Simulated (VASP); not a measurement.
OSZICAR of a VASP run on CoSi2 (fluorite):

OSZICAR:
```
       N       E                     dE             d eps       ncg     rms          rms(c)
DAV:   1     0.720633513769E+02    0.72063E+02   -0.71982E+03  1144   0.138E+03
DAV:   2    -0.179627683957E+02   -0.90026E+02   -0.83956E+02  1156   0.260E+02
DAV:   3    -0.223910625148E+02   -0.44283E+01   -0.43114E+01  1436   0.677E+01
DAV:   4    -0.225003217198E+02   -0.10926E+00   -0.10898E+00  1344   0.100E+01
DAV:   5    -0.225035599688E+02   -0.32382E-02   -0.32375E-02  1476   0.183E+00    0.164E+01
DAV:   6    -0.252971992197E+02   -0.27936E+01   -0.39421E+01  1372   0.137E+02    0.160E+01
DAV:   7    -0.209466299812E+02    0.43506E+01   -0.16548E+01  1476   0.108E+02    0.423E+00
DAV:   8    -0.209231899290E+02    0.23440E-01   -0.86228E-01  1236   0.742E+00    0.178E+00
DAV:   9    -0.208912147039E+02    0.31975E-01   -0.10947E-01  1428   0.721E+00    0.447E-01
DAV:  10    -0.208910074331E+02    0.20727E-03   -0.80562E-03  1536   0.146E+00    0.158E-01
DAV:  11    -0.208907267460E+02    0.28069E-03   -0.11504E-03  1476   0.753E-01    0.435E-02
DAV:  12    -0.208907342295E+02   -0.74835E-05   -0.51908E-05  1316   0.665E-02    0.171E-02
DAV:  13    -0.208907337714E+02    0.45814E-06   -0.40153E-06  1752   0.328E-02    0.577E-03
DAV:  14    -0.208907338563E+02   -0.84984E-07   -0.43342E-07  1268   0.673E-03
   1 F= -.20890734E+02 E0= -.20891081E+02  d E =0.104265E-02
```

Problem. Which electronic solver shows in the log?

Solution. It is blocked Davidson (ALGO = Normal, or the opening steps of other solvers). The INCAR had ALGO = Normal.

Problem. How was spin treated?

Solution. Without spin polarisation: there is no mag entry.

Problem. Can the final energy be trusted as converged?

Solution. Self-consistency was reached. It stopped with EDIFF = 1E-7, NELM = 100 (PBEsol GGA, plane waves, VASP's PBE PAW potentials (set 64)).

The compound is CoSi2 in the fluorite structure. This cell is one point of a volume scan, at 0.94 of the reference volume. The run is not spin-polarised, so no magnetic state was tried. The electron count is odd and the run is not spin-polarised, which forces a metal.
